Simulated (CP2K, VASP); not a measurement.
Input for VASP

INCAR:
```
# general
SYSTEM  = CsPbBr3
PREC    = Accurate
ENCUT   = 300
LREAL   = .FALSE.
LASPH   = .TRUE.

# electronic loop
EDIFF   = 1E-6
NELM    = 100
ALGO    = Normal   # blocked Davidson
LMAXMIX = 4   # l cut-off of mixed one-centre charges

# smearing
ISMEAR  = -1
SIGMA   = 0.01   # width (eV)

# functional
GGA     = PE

# ions
IBRION  = 2
NSW     = 50
ISIF    = 3   # ions, shape and volume
EDIFFG  = -0.01   # ionic stop

# output
LWAVE   = .FALSE.
LCHARG  = .FALSE.
```

File POSCAR:
```
CsPbBr3
1
    5.8700000000     0.0000000000     0.0000000000
    0.0000000000     5.8700000000     0.0000000000
    0.0000000000     0.0000000000     5.8700000000
Cs Pb Br
1 1 3
Direct
  0.0000000000   0.0000000000   0.0000000000
  0.5000000000   0.5000000000   0.5000000000
  0.5000000000   0.0000000000   0.5000000000
  0.0000000000   0.5000000000   0.5000000000
  0.5000000000   0.5000000000   0.0000000000
```

**KPOINTS**
```
Automatic mesh
0
gamma
 3 3 3
0 0 0
```

POTCAR, in this order: Cs_sv Pb_d Br (PBE.64 set). Program: vasp_std.

Write an input for CP2K that does the same calculation.

One input that does it (PBE, GPW, DZVP-MOLOPT-SR-GTH basis, GTH-PBE potentials (GTH_POTENTIALS)):
```
&GLOBAL
  PROJECT calc
  RUN_TYPE CELL_OPT
  PRINT_LEVEL LOW
&END GLOBAL
&FORCE_EVAL
  METHOD Quickstep
  STRESS_TENSOR ANALYTICAL
  &DFT
    BASIS_SET_FILE_NAME BASIS_MOLOPT
    POTENTIAL_FILE_NAME GTH_POTENTIALS
    &QS
      METHOD GPW
      EPS_DEFAULT 1E-10
      EXTRAPOLATION USE_GUESS
    &END QS
    &MGRID
      CUTOFF 500
      REL_CUTOFF 50
      NGRIDS 5
    &END MGRID
    &SCF
      SCF_GUESS ATOMIC
      EPS_SCF 1E-7
      MAX_SCF 100
      ADDED_MOS 7
      &DIAGONALIZATION
        ALGORITHM STANDARD
      &END DIAGONALIZATION
      &MIXING
        METHOD BROYDEN_MIXING
        ALPHA 0.4
        NBUFFER 12
        BETA 1.5
      &END MIXING
      &SMEAR ON
        METHOD FERMI_DIRAC
        ELECTRONIC_TEMPERATURE [K] 116.05
      &END SMEAR
    &END SCF
    &KPOINTS
      SCHEME MONKHORST-PACK 3 3 3
    &END KPOINTS
    &XC
      &XC_FUNCTIONAL PBE
      &END XC_FUNCTIONAL
    &END XC
    &PRINT
      &MO
        EIGENVALUES T
        OCCUPATION_NUMBERS T
        NDIGITS 8
        FILENAME mo
        &EACH
          QS_SCF 0
        &END EACH
        ADD_LAST NUMERIC
      &END MO
      &MULLIKEN OFF
      &END MULLIKEN
    &END PRINT
  &END DFT
  &SUBSYS
    &CELL
      A 5.87000000 0.00000000 0.00000000
      B 0.00000000 5.87000000 0.00000000
      C 0.00000000 0.00000000 5.87000000
      PERIODIC XYZ
    &END CELL
    &COORD
      SCALED
      Cs       0.00000000     0.00000000     0.00000000
      Pb       0.50000000     0.50000000     0.50000000
      Br       0.50000000     0.00000000     0.50000000
      Br       0.00000000     0.50000000     0.50000000
      Br       0.50000000     0.50000000     0.00000000
    &END COORD
    &KIND Cs
      BASIS_SET DZVP-MOLOPT-SR-GTH-q9
      POTENTIAL GTH-PBE-q9
    &END KIND
    &KIND Pb
      BASIS_SET DZVP-MOLOPT-SR-GTH-q4
      POTENTIAL GTH-PBE-q4
    &END KIND
    &KIND Br
      BASIS_SET DZVP-MOLOPT-SR-GTH-q7
      POTENTIAL GTH-PBE-q7
    &END KIND
  &END SUBSYS
  &PRINT
    &FORCES ON
    &END FORCES
    &STRESS_TENSOR ON
    &END STRESS_TENSOR
  &END PRINT
&END FORCE_EVAL
&MOTION
  &CELL_OPT
    OPTIMIZER BFGS
    MAX_ITER 60
    MAX_FORCE 4E-4
    RMS_FORCE 3E-4
    EXTERNAL_PRESSURE [GPa] 0
    PRESSURE_TOLERANCE [bar] 200
  &END CELL_OPT
  &PRINT
    &CELL ON
    &END CELL
    &RESTART OFF
    &END RESTART
    &RESTART_HISTORY OFF
    &END RESTART_HISTORY
  &END PRINT
&END MOTION
```
The two runs describe the same crystal, functional and task. Each code takes its own potentials, basis and convergence tests.

The structure is a typed CsPbBr3 crystal (Pm-3m).
